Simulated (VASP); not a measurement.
Input:

```yaml
crystal:
  lattice:
    - [4.23758, 0.00000, 0.00000]
    - [0.00000, 4.23758, 0.00000]
    - [0.00000, 0.00000, 4.23758]
  atoms:
    - { symbol: Cs, position: [0.00000, 0.00000, 0.00000] }
    - { symbol: Br, position: [0.50000, 0.50000, 0.50000] }
```

The numbers are results of MS2 meta-GGA, VASP's PBE PAW potentials (set 64) (plane waves; VASP), not measurements. Settings: 520 eV cut-off, 6×6×6 Γ-centred mesh, Gaussian smearing of 0.050 eV, potentials Cs_sv Br.

Unless said otherwise, spin-orbit coupling is left out, though it shifts the bands of the heavy elements here.

Task: Predict the energy per atom (σ→0), pressure, band gap (on the k-mesh) with the smallest direct gap where there is one.

Result: 
```yaml
band gap (on the k-mesh): 5.31 eV
smallest direct gap (on the k-mesh): 5.31 eV
energy per atom (σ→0): -0.880 eV/atom
pressure: 1.11 GPa
```

Total energies compare only between runs with the same potentials, cut-off and functional.

The compound is CsBr in the CsCl type structure. This cell is one point of a volume scan, at 0.94 of the reference volume.
